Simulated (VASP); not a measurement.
A convergence study with VASP on Pd (space group Fm-3m): one setting is varied, all else stays as given below, so the limit is that of these other settings.

```
Pd
1.0
    0.00000     1.95084     1.95084
    1.95084     0.00000     1.95084
    1.95084     1.95084     0.00000
Pd
1
Direct
  0.00000   0.00000   0.00000
```

Method: PBE GGA, VASP's PBE PAW potentials (set 64) (plane waves; VASP). The tightest run used: 720 eV cut-off, 14×14×14 Γ-centred mesh, Fermi-Dirac smearing of 0.10 eV, potentials Pd.

```csv
setting,E (eV/atom),pressure (GPa),plane waves
ENCUT = 105,12.7201,-1367.12,43
ENCUT = 120,2.0812,-887.31,59
ENCUT = 135,-2.6099,-570.73,59
ENCUT = 150,-3.9208,-356.39,70
ENCUT = 165,-4.6379,-216.07,77
ENCUT = 180,-4.9503,-125.62,92
ENCUT = 210,-5.1376,-33.05,113
ENCUT = 240,-5.1952,-1.66,137
```

These are the cheaper rows. Estimate the results at ENCUT = 720, and how far the last row shown lies from them.

```json
[
 {"quantity": "E (eV/atom)", "tightest run": "-5.2057", "last row shown is off by": "0.0105"},
 {"quantity": "pressure (GPa)", "tightest run": "6.01", "last row shown is off by": "-7.67"}
]
```

Left out are rungs that failed or repeat a setting and relaxations that didn't move; long series are thinned to 24 rows.

The structure is a typed Pd crystal (space group no. 225). The cell was not relaxed at this level.
